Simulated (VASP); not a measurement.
Consider the following.

```yaml
crystal:
  lattice:
    - [1.80096, -3.16632, 0.00000]
    - [1.80096, 3.16632, 0.00000]
    - [0.00000, 0.00000, 5.79471]
  atoms:
    - { symbol: Zr, position: [0.00000, 0.00000, 0.00000] }
    - { symbol: S, position: [0.33333, 0.66667, 0.25000] }
    - { symbol: S, position: [0.68374, 0.35040, 0.75000] }
```

Computed with PBE GGA, VASP's PBE PAW potentials (set 64) (plane waves; VASP). Numerical set-up: 400 eV cut-off, 6×6×4 Γ-centred mesh, tetrahedra with Blöchl corrections, potentials Zr_sv S.

Problem. Which forces act on the atoms, in eV/Å?

Solution. 
```csv
atom,Fx,Fy,Fz
Zr1,0.110,0.020,0.032
S2,0.185,0.059,0.194
S3,-0.295,-0.080,-0.226
```

Problem. Give the stress tensor in GPa (positive for a compressed cell).

Solution. 
```
4.89  0.61  1.63
0.61  2.90  0.51
1.63  0.51  3.64
```
The pressure is its mean diagonal, 3.81 GPa.

The compound is ZrS2 in the 1T layered structure. The cell was not relaxed at this level, atoms are displaced from their ideal sites. The run is one of a series of settings (ISMEAR = -5, SIGMA removed against the base run), some of them coarse on purpose.
